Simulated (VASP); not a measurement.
# Nb3B5 (P-6m2) in VASP: single point with r2SCAN

Aim: the single point of Nb3B5 with r2SCAN.

All numbers are computed with VASP 6.6.1; they aren't measurements. Logs are shortened: lines on timing, memory, paths and dates and some standing lists are left out, and cuts for length are marked.

## Step 1: The structure

The structure is hexagonal, space group P-6m2 (No. 187). The conventional cell has a = 3.120 Å, b = 3.120 Å, c = 9.636 Å, α = 90.00°, β = 90.00°, γ = 120.00°. Nb (site symmetry 3m) has 9 B at 2.36 to 2.45 Å as nearest neighbours. Around Nb (site symmetry -6m2) lie 12 B at 2.44 to 2.48 Å. B (site symmetry -6m2) is surrounded by 6 Nb at 2.36 Å. B (site symmetry 3m) is surrounded by 3 B at 1.80 Å. Around B (site symmetry 3m) lie 3 B at 1.80 Å.

The cell was built by a generator and needn't be a form met in nature.

## Step 2: Single point, r2SCAN

The input, INCAR:

```
ALGO = Normal ; EDIFF = 1E-6
ENCUT = 520 ; ISIF = 2
ISMEAR = 0 ; KPAR = 2
LASPH = True ; LCHARG = False
LMIXTAU = True ; LREAL = False
LWAVE = False ; METAGGA = R2SCAN
NELM = 150 ; PREC = Accurate
SIGMA = 0.1
```

The input, KPOINTS:

```
k-points
0
Gamma
  12 12 4
```

The input, POSCAR:

```
Nb3B5
1.0
    3.1200100000      0.0000000000      0.0000000000
   -1.5600050000      2.7020080000      0.0000000000
    0.0000000000      0.0000000000      9.6364600000
Nb B
3 5
Direct
    0.0000000000      0.0000000000      0.1577890000
    0.0000000000      0.0000000000      0.8422110000
    0.0000000000      0.0000000000      0.5000000000
    0.3333330000      0.6666670000      0.0000000000
    0.3333330000      0.6666670000      0.3295140000
    0.6666670000      0.3333330000      0.3238440000
    0.3333330000      0.6666670000      0.6704860000
    0.6666670000      0.3333330000      0.6761560000
```

Potentials or basis: VASP PAW PBE potentials, release 64 (Nb_sv, B).

Started as:

```bash
cat potpaw_PBE.64/Nb_sv/POTCAR potpaw_PBE.64/B/POTCAR > POTCAR
mpirun -np 2 vasp_std > vasp.out
```

OUTCAR:

```text
EDIFF = 1E-6
   ENCUT = 520
   ISIF = 2
   ISMEAR = 0
   LASPH = True
   LREAL = False
   METAGGA = R2SCAN
   NELM = 150
   PREC = Accurate

 ion  position               nearest neighbor table
   1  0.000  0.000  0.158-   4 2.36   4 2.36   4 2.36   6 2.41   6 2.41   6 2.41   5 2.45   5 2.45
                             5 2.45   2 3.04
   2  0.000  0.000  0.842-   4 2.36   4 2.36   4 2.36   8 2.41   8 2.41   8 2.41   7 2.45   7 2.45
                             7 2.45   1 3.04
   3  0.000  0.000  0.500-   5 2.44   7 2.44   5 2.44   7 2.44   5 2.44   7 2.44   6 2.48   8 2.48
                             6 2.48   8 2.48   6 2.48   8 2.48
   4  0.333  0.667  0.000-   1 2.36   2 2.36   1 2.36   2 2.36   1 2.36   2 2.36
   5  0.333  0.667  0.330-   6 1.80   6 1.80   6 1.80   3 2.44   3 2.44   3 2.44   1 2.45   1 2.45
                             1 2.45
   6  0.667  0.333  0.324-   5 1.80   5 1.80   5 1.80   1 2.41   1 2.41   1 2.41   3 2.48   3 2.48
                             3 2.48
   7  0.333  0.667  0.670-   8 1.80   8 1.80   8 1.80   3 2.44   3 2.44   3 2.44   2 2.45   2 2.45
                             2 2.45
   8  0.667  0.333  0.676-   7 1.80   7 1.80   7 1.80   2 2.41   2 2.41   2 2.41   3 2.48   3 2.48
                             3 2.48

  LATTYP: Found a hexagonal cell.
 ALAT       =     3.1200100000
 C/A-ratio  =     3.0885990750

  Lattice vectors:

 A1 = (   3.1200100000,   0.0000000000,   0.0000000000)
 A2 = (  -1.5600050000,   2.7020080000,   0.0000000000)
 A3 = (   0.0000000000,   0.0000000000,   9.6364600000)

Analysis of symmetry for initial positions (statically):
=====================================================================
 Subroutine PRICEL returns:
 Original cell was already a primitive cell.

 Routine SETGRP: Setting up the symmetry group for a
 hexagonal supercell.

 Subroutine GETGRP returns: Found 12 space group operations
 (whereof 12 operations were pure point group operations)
 out of a pool of 24 trial point group operations.

The static configuration has the point symmetry D_3h.

Analysis of symmetry for dynamics (positions and initial velocities):
=====================================================================
 Subroutine PRICEL returns:
 Original cell was already a primitive cell.

 Routine SETGRP: Setting up the symmetry group for a
 hexagonal supercell.

 Subroutine GETGRP returns: Found 12 space group operations
 (whereof 12 operations were pure point group operations)
 out of a pool of 24 trial point group operations.

The dynamic configuration has the point symmetry D_3h.

 Subroutine INISYM returns: Found 12 space group operations
 (whereof 12 operations are pure point group operations),
 and found     1 'primitive' translations

----------------------------------------------------------------------------------------

                                     Primitive cell

  volume of cell :      81.2382

  direct lattice vectors                    reciprocal lattice vectors
     3.120010000  0.000000000  0.000000000     0.320511793  0.185047565  0.000000000
    -1.560005000  2.702008000  0.000000000     0.000000000  0.370095129  0.000000000
     0.000000000  0.000000000  9.636460000     0.000000000  0.000000000  0.103772547

  length of vectors
     3.120010000  3.120010069  9.636460000     0.370095137  0.370095129  0.103772547

  position of ions in fractional coordinates (direct lattice)
     0.000000000  0.000000000  0.157789000
     0.000000000  0.000000000  0.842211000
     0.000000000  0.000000000  0.500000000
     0.333333000  0.666667000  0.000000000
     0.333333000  0.666667000  0.329514000
     0.666667000  0.333333000  0.323844000
     0.333333000  0.666667000  0.670486000
     0.666667000  0.333333000  0.676156000

  ion indices of the primitive-cell ions
   primitive index   ion index
                 1           1
                 2           2
                 3           3
                 4           4
                 5           5
                 6           6
                 7           7
                 8           8

----------------------------------------------------------------------------------------

 KPOINTS: k-points

Automatic generation of k-mesh.
 Grid dimensions read from file:
 generate k-points for:   12   12    4

 Generating k-lattice:

  Cartesian coordinates                     Fractional coordinates (reciprocal lattice)
     0.026709316  0.015420630  0.000000000     0.083333333  0.000000000  0.000000000
     0.000000000  0.030841261  0.000000000     0.000000000  0.083333333  0.000000000
     0.000000000  0.000000000  0.025943137     0.000000000  0.000000000  0.250000000

  Length of vectors
     0.030841261  0.030841261  0.025943137

  Shift w.r.t. Gamma in fractional coordinates (k-lattice)
     0.000000000  0.000000000  0.000000000

 Subroutine IBZKPT returns following result:
 ===========================================

 Found     57 irreducible k-points:

 Following reciprocal coordinates:
            Coordinates               Weight
  0.000000  0.000000  0.000000      1.000000
  0.083333 -0.000000  0.000000      6.000000
  0.166667 -0.000000  0.000000      6.000000
  0.250000 -0.000000  0.000000      6.000000
  0.333333 -0.000000  0.000000      6.000000
  0.416667 -0.000000  0.000000      6.000000
[... 16 lines left out ...]
  0.250000 -0.000000  0.250000     12.000000
  0.333333 -0.000000  0.250000     12.000000
 [... further k-points ...]
   k-points           NKPTS =     57   k-points in BZ     NKDIM =     57   number of bands    NBANDS=     32
   number of dos      NEDOS =    301   number of ions     NIONS =      8
   total plane-waves  NPLWV =  41472
   dimension x,y,z NGX =    24 NGY =   24 NGZ =   72
   dimension x,y,z NGXF=    48 NGYF=   48 NGZF=  144
   ions per type =               3   5
   NGX,Y,Z   is equivalent  to a cutoff of  12.79, 12.79, 12.42 a.u.
   NGXF,Y,Z  is equivalent  to a cutoff of  25.58, 25.58, 24.84 a.u.
 SYSTEM =  unknown system
   PREC   = accura    normal or accurate (medium, high low for compatibility)
   ISTART =      0    job   : 0-new  1-cont  2-samecut
   ICHARG =      2    charge: 1-file 2-atom 10-const
   ISPIN  =      1    spin polarized calculation?
   LNONCOLLINEAR =      F non collinear calculations
   LSORBIT =      F    spin-orbit coupling
   LASPH  =      T    aspherical Exc in radial PAW
   ENCUT  =  520.0 eV  38.22 Ry    6.18 a.u.   5.80  5.80 17.92*2*pi/ulx,y,z
   NELM   =    150;   NELMIN=  2; NELMDL= -5     # of ELM steps
   EDIFF  = 0.1E-05   stopping-criterion for ELM
   LREAL  =      F    real-space projection
   EDIFFG = 0.1E-04   stopping-criterion for IOM
   NSW    =      0    number of steps for IOM
   IBRION =     -1    ionic relax: 0-MD 1-quasi-New 2-CG
   NFREE  =      0    steps in history (QN), initial steepest desc. (CG)
   ISIF   =      2    stress and relaxation
   ISYM   =      2    0-nonsym 1-usesym 2-fastsym
   POTIM  = 0.5000    time-step for ionic-motion
   TEBEG  =    0.0;   TEEND  =   0.0 temperature during run
   PSTRESS=    0.0 pullay stress
   NELECT =      54.0000    total number of electrons
   NUPDOWN=      -1.0000    fix difference up-down
   EMIN   =  10.00;   EMAX   =-10.00  energy-range for DOS
   EFERMI =   0.00;   METHOD = LEGACY
   ISMEAR =     0;   SIGMA  =   0.10  broadening in eV -4-tet -1-fermi 0-gaus
   EFERMI_NEDOS =   21; number of points for ismear=-14 and -15
   IALGO  =     38    algorithm
   IMIX   =      4    mixing-type and parameters
     AMIX     =   0.40;   BMIX     =  1.00
     AMIX_MAG =   1.60;   BMIX_MAG =  1.00
  volume/ion in A,a.u.               =      10.15        68.53
  Fermi-wavevector in a.u.,A,eV,Ry     =   1.428738  2.699924 27.773481  2.041293
  Thomas-Fermi vector in A             =   2.548768
   LORBIT       =      0    0 simple, 1 ext, 2 COOP (PROOUT), +10 PAW based schemes
   METAGGA = R2SCAN    functional components
   LHFCALC =     F    Hartree Fock is set to
   AEXX    =    0.0000 exact exchange contribution
   IVDW    =     0    specifies the selected vdW correction
   LEPSILON=     F    determine dielectric tensor
   LRPA    =     F    only Hartree local field effects (RPA)
 non-spin polarized calculation
 Gauss-broadening in eV      SIGMA  =   0.10
  energy-cutoff  :      520.00
  volume of cell :       81.24
 maximum number of plane-waves:      2205
 NGX is ok and might be reduce to    24
   NGX = 11   NGY = 11   NGZ = 35

 number of electron      54.0000000 magnetization

 Free energy of the ion-electron system (eV)
  ---------------------------------------------------
  ext. energy  EPLUGINS =         0.00000000
  ---------------------------------------------------
  free energy    TOTEN  =      -116.70713690 eV

  energy without entropy =     -116.70226265  energy(sigma->0) =     -116.70469977

 E-fermi :  11.1302     XC(G=0): -13.8513

 val. band max:       11.1120491971   @ k =   0.3333   0.2500   0.2500
 cond. band min:      11.1479941256   @ k =   0.0833   0.0833   0.0000
 fundamental gap:      0.0359449285
 Fermi energy:        11.1301535483

 k-point     1 :       0.0000    0.0000    0.0000
  band No.  band energies     occupation
      1     -46.3157      2.00000
      2     -45.4071      2.00000
      3     -45.3776      2.00000
      4     -21.9272      2.00000
      5     -21.3385      2.00000
      6     -21.3385      2.00000
[... 24 lines left out ...]
     31      12.7697      0.00000
     32      12.7697      0.00000

 k-point     2 :       0.0833   -0.0000    0.0000
  band No.  band energies     occupation
      1     -46.3098      2.00000
      2     -45.4012      2.00000
      3     -45.3718      2.00000
      4     -21.9166      2.00000
      5     -21.3896      2.00000
      6     -21.3497      2.00000
[... 24 lines left out ...]
     31      12.7930      0.00000
     32      13.1347      0.00000
[... 733 lines left out ...]
     31      12.9875      0.00000
     32      13.1870      0.00000

 k-point    24 :       0.3333   -0.0000    0.2500
  band No.  band energies     occupation
      1     -46.2493      2.00000
      2     -45.3406      2.00000
      3     -45.3119      2.00000
      4     -21.8894      2.00000
      5     -21.8093      2.00000
      6     -21.4629      2.00000
[... 24 lines left out ...]
     31      13.3353      0.00000
     32      13.7069      0.00000

 [... further k-points ...]
[... 5 lines left out ...]
  --------------------------------------------------------------------------------------
  -------------------------------------------------------------------------------------
  Total       -0.4336990     -0.4336991     -0.6366189     -0.0000000      0.0000000      0.0000000
  in kB       -8.5534024     -8.5534029    -12.5553824     -0.0000000      0.0000000      0.0000000
  external PRESSURE =      -9.8873959 kB  Pullay stress =       0.0000000 kB

 VOLUME and BASIS-vectors are now :
 -----------------------------------------------------------------------------
  energy-cutoff  :      520.00
  volume of cell :       81.24
      direct lattice vectors                 reciprocal lattice vectors
     3.120010000  0.000000000  0.000000000     0.320511793  0.185047565  0.000000000
    -1.560005000  2.702008000  0.000000000     0.000000000  0.370095129  0.000000000
     0.000000000  0.000000000  9.636460000     0.000000000  0.000000000  0.103772547

 POSITION                                       TOTAL-FORCE (eV/Angst)
 -----------------------------------------------------------------------------------
      0.00000      0.00000      1.52053        -0.000000      0.000000     -0.052635
      0.00000      0.00000      8.11593        -0.000000      0.000000      0.052635
      0.00000      0.00000      4.81823        -0.000000      0.000000      0.000000
     -0.00000      1.80134      0.00000         0.000000      0.000000      0.000000
     -0.00000      1.80134      3.17535        -0.000000      0.000000      0.048014
      1.56001      0.90067      3.12071         0.000000     -0.000000     -0.047182
     -0.00000      1.80134      6.46111        -0.000000      0.000000     -0.048014
      1.56001      0.90067      6.51575         0.000000     -0.000000      0.047182
 -----------------------------------------------------------------------------------
    total drift:                                0.000082     -0.000048      0.000000

  FREE ENERGIE OF THE ION-ELECTRON SYSTEM (eV)
  ---------------------------------------------------
  free  energy   TOTEN  =      -116.7071368991 eV

  energy  without entropy=     -116.7022626474  energy(sigma->0) =     -116.70469977
```

Run time: 4.5 min. Hardware: 2 MPI ranks of Intel Xeon Platinum 8488C (Sapphire Rapids), shared host; peak memory 0.27 GiB.

What came out:

- Free energy: -116.7071 eV
- Pressure: -1.0 GPa
- Largest force: 0.053 eV/Å
- Band gap on the k mesh: none (metal or under the smearing width)

Forces on the atoms (eV/Å):
```
Nb   0.000  0.000 -0.053
Nb   0.000  0.000  0.053
Nb   0.000  0.000  0.000
B    0.000  0.000  0.000
B    0.000  0.000  0.048
B    0.000  0.000 -0.047
B    0.000  0.000 -0.048
B    0.000  0.000  0.047
```

Stress tensor (GPa, compression positive):
```
-0.86  0.00  0.00
 0.00 -0.86  0.00
 0.00  0.00 -1.26
```

Caveat: the PAW data sets were made with another functional, which shifts forces and pressure a little.
